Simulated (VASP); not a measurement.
Given:

```
CELL_PARAMETERS angstrom
      0.00000     2.76955     2.76955
      2.76955     0.00000     2.76955
      2.76955     2.76955     0.00000
ATOMIC_POSITIONS crystal
  Yb 0.00000 0.00000 0.00000
```

These are revPBE GGA, VASP's PBE PAW potentials (set 64) (plane waves; VASP 6.6.1) values and carry that method's errors. Numerical set-up: 520 eV cut-off, Gaussian smearing of 0.050 eV, potentials Yb_2.

The 4f electrons are frozen in the core of the lanthanide potential, so 4f levels, which can set the real gap, and their magnetism are missing.

Problem. Give the energies of bands 4 to 7 at the high-symmetry points, in eV from the Fermi level.

Solution. 
| band | Γ | X | U | L | W |
|---|---|---|---|---|---|
| 4 | -4.78 | -0.90 | -0.17 | -1.61 | 0.07 |
| 5 | 2.99 | 0.49 | 0.24 | 0.02 | 0.79 |
| 6 | 2.99 | 1.24 | 1.01 | 2.78 | 0.79 |
| 7 | 2.99 | 6.26 | 4.27 | 2.78 | 2.38 |

It has no gap at this level: it comes out as a metal or semimetal.

The compound is Yb in the fcc structure. It was relaxed first.
